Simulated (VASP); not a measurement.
A convergence study with VASP on CaO (rock salt): one setting is varied, all else stays as given below, so the limit is that of these other settings.

```yaml
crystal:
  lattice:
    - [0.00000, 2.40500, 2.40500]
    - [2.40500, 0.00000, 2.40500]
    - [2.40500, 2.40500, 0.00000]
  atoms:
    - { symbol: Ca, position: [0.00000, 0.00000, 0.00000] }
    - { symbol: O, position: [0.50000, 0.50000, 0.50000] }
```

Computed with PBE GGA, VASP's PBE PAW potentials (set 64) (plane waves; VASP 6.6.1). The tightest run used: 700 eV cut-off, 19×19×19 Γ-centred mesh, Gaussian smearing of 0.050 eV, potentials Ca_sv O.

The reference is 19×19×19 mesh, which took about 70 core-seconds. Costs are core time on shared hosts, one run each; read them as rough ratios.

Task: Of the settings 1×1×1 mesh; 2×2×2 mesh; 3×3×3 mesh; 4×4×4 mesh; 5×5×5 mesh; 6×6×6 mesh; 7×7×7 mesh; 8×8×8 mesh; 9×9×9 mesh; 10×10×10 mesh; 11×11×11 mesh; 12×12×12 mesh; 13×13×13 mesh; 14×14×14 mesh; 15×15×15 mesh; 16×16×16 mesh; 17×17×17 mesh; 18×18×18 mesh; 19×19×19 mesh, which is the lowest that keeps the difference from the reference in the stress, largest component (GPa) within 0.5 from there on, and what does it cost?

Result: 3×3×3 mesh; its cost over the reference is about 1/20.
| setting | difference in the stress, largest component (GPa) | cost over the reference |
|---|---|---|
| 1×1×1 mesh | 50.64 | about 1/20 |
| 2×2×2 mesh | 1.59 | about 1/20 |
| 3×3×3 mesh | 0.23 | about 1/20 |
| 4×4×4 mesh | 0.05 | about 1/10 |
| 5×5×5 mesh | 0.01 | about 1/10 |
| 6×6×6 mesh | 0.00 | about 1/10 |
| 7×7×7 mesh | 0.00 | about 1/9 |
| 8×8×8 mesh | 0.00 | about 1/7 |
| 9×9×9 mesh | 0.00 | about 1/5 |
| 10×10×10 mesh | 0.00 | about 1/4 |
| 11×11×11 mesh | 0.00 | about 1/4 |
| 12×12×12 mesh | 0.00 | about 1/3 |
| 13×13×13 mesh | 0.00 | about 1/2 |
| 14×14×14 mesh | 0.00 | about 1/2 |
| 15×15×15 mesh | 0.00 | within a factor of 2 |
| 16×16×16 mesh | 0.00 | within a factor of 2 |
| 17×17×17 mesh | 0.00 | within a factor of 2 |
| 18×18×18 mesh | 0.00 | within a factor of 2 |
| 19×19×19 mesh | 0.00 | reference |

Left out are rungs that failed or repeat a setting and relaxations that didn't move; long series are thinned to 24 rows.

The compound is CaO in the rock salt structure. The cell was not relaxed at this level.
